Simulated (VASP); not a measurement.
Given:

```xyz
2
Lattice="3.2777 0.0000 0.0000 0.0000 3.2777 0.0000 0.0000 0.0000 3.2777" Properties=species:S:1:pos:R:3 pbc="T T T"
In     1.6388     1.6388     1.6388
Pd     0.0000     0.0000     0.0000
```

The numbers are results of optB86b-vdW, VASP's PBE PAW potentials (set 64) (plane waves; VASP), not measurements. Run with 520 eV cut-off, 12×12×12 Γ-centred mesh, tetrahedra with Blöchl corrections, potentials In_d Pd.

Unless said otherwise, spin-orbit coupling is left out, though it shifts the bands of the heavy elements here.

Question: What does the run give for the energy per atom (σ→0), band gap (on the k-mesh) with the smallest direct gap where there is one?

Answer: 
| Item | Result |
|---|---|
| band gap (on the k-mesh) | none (metal, semimetal or under 0.01 eV) |
| energy per atom (σ→0) | -1.452 eV/atom |

Only differences to runs with the same potentials and settings are physical.

The compound is PdIn in the CsCl type structure. It was relaxed first. The electron count is odd and the run is not spin-polarised, which forces a metal.
